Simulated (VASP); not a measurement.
Here is the system:

```
SnTe
1.0
    0.00000     3.20223     3.20223
    3.20223     0.00000     3.20223
    3.20223     3.20223     0.00000
Sn Te
1 1
Direct
  0.00000   0.00000   0.00000
  0.50000   0.50000   0.50000
```

The numbers are results of PBE GGA with spin-orbit coupling, VASP's PBE PAW potentials (set 64) (plane waves; VASP 6.6.1), not measurements. Run with 400 eV cut-off, 7×7×7 Γ-centred mesh, Gaussian smearing of 0.050 eV, potentials Sn_d Te.

Question: What does the run give for the energy per atom (σ→0), band gap (over mesh and band path) with the smallest direct gap where there is one?

Answer: 
| Quantity | Result |
|---|---|
| band gap (over mesh and band path) | 0.11 eV |
| smallest direct gap (over mesh and band path) | 0.11 eV |
| energy per atom (σ→0) | -3.858 eV/atom |

Only differences to runs with the same potentials and settings are physical.

The compound is SnTe in the rock salt structure, which distorts at low temperature. It was relaxed first.
